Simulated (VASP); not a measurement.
These are r2SCAN meta-GGA, VASP's PBE PAW potentials (set 64) (plane waves; VASP) values and carry that method's errors.

VASP input:

### POSCAR
```
WS2 bilayer
3.1841550
  0.9999999069   0.0000000000   0.0000000000
 -0.4999999535   0.8660253173   0.0000000000
  0.0000000000   0.0000000000   8.3652451162
W S
2 4
Direct
  0.6666670000   0.3333330000   0.3781412198
  0.3333330000   0.6666670000   0.6218587802
  0.3333330000   0.6666670000   0.4367273272
  0.3333330000   0.6666670000   0.3195862888
  0.6666670000   0.3333330000   0.6804137112
  0.6666670000   0.3333330000   0.5632726728
```

File KPOINTS:
```
Automatic mesh
0
Gamma
12 12 1
0 0 0
```

**INCAR**
```
SYSTEM = WS2 bilayer
PREC = Normal; ENCUT = 400; LREAL = .False.
LASPH = .True.
EDIFF = 1E-6; NELM = 100; NELMIN = 4
ALGO = Normal; LMAXMIX = 6; LMIXTAU = .True.
ISMEAR = 0; SIGMA = 0.05
METAGGA = R2SCAN
LWAVE = .False.; LCHARG = .False.; LORBIT = 11
LVHAR = .True.
```

POTCAR, in this order: W_sv S (PBE.64 set). Program: vasp_std. Read from the step before: WAVECAR.

Unless said otherwise, spin-orbit coupling is left out, though it shifts the bands of the heavy elements here.

What does the run give for the energy per atom (σ→0), band gap (on the k-mesh)?

The energy per atom (σ→0) is -23.354 eV/atom and the band gap (on the k-mesh) comes out as 1.57 eV.

OSZICAR:
```
       N       E                     dE             d eps       ncg     rms          rms(c)
DAV:   1    -0.140122359915E+03   -0.14012E+03   -0.29079E-04  1127   0.154E-01    0.308E-03
DAV:   2    -0.140122358660E+03    0.12554E-05   -0.12258E-06   906   0.859E-03    0.835E-04
DAV:   3    -0.140122359169E+03   -0.50918E-06   -0.38908E-07   808   0.457E-03    0.727E-04
DAV:   4    -0.140122359732E+03   -0.56236E-06   -0.21539E-07   799   0.381E-03
   1 F= -.14012236E+03 E0= -.14012236E+03  d E =-.236092E-29
```

The cell is a sheet with vacuum, built from WS2 (2H layered).
